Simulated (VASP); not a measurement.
Runs of VASP 6.6.1 on Cu. Symmetry: Fm-3m, No. 225, cubic system. Conventional cell: a = 3.570 Å, b = 3.570 Å, c = 3.570 Å, α = 90.00°, β = 90.00°, γ = 90.00°. Cu (site symmetry m-3m) has 12 Cu at 2.52 Å as nearest neighbours. 

```csv
task,level,potentials or basis,cell,cutoff (eV),pressure (GPa)
band structure,LDA,"VASP PAW LDA potentials, release 64 (Cu)",as given,520,-6.4
relaxation of cell and atoms,PBEsol,"VASP PAW PBE potentials, release 64 (Cu)",relaxed,600,0.0
band structure,r2SCAN,"VASP PAW PBE potentials, release 64 (Cu)",as given,520,1.7
band structure,PBE,"VASP PAW PBE potentials, release 64 (Cu)",as given,520,(a)
```

Alike in all rows: no spin polarisation; k mesh 18 × 18 × 18; smearing methfessel-paxton 0.1 eV.

Task: Fill in the values left out.

Result: (a) 8.7.

Caveats: the PAW data sets were made with another functional, which shifts forces and pressure a little (some runs); the relaxation stopped at its first step, so nothing moved (some runs).
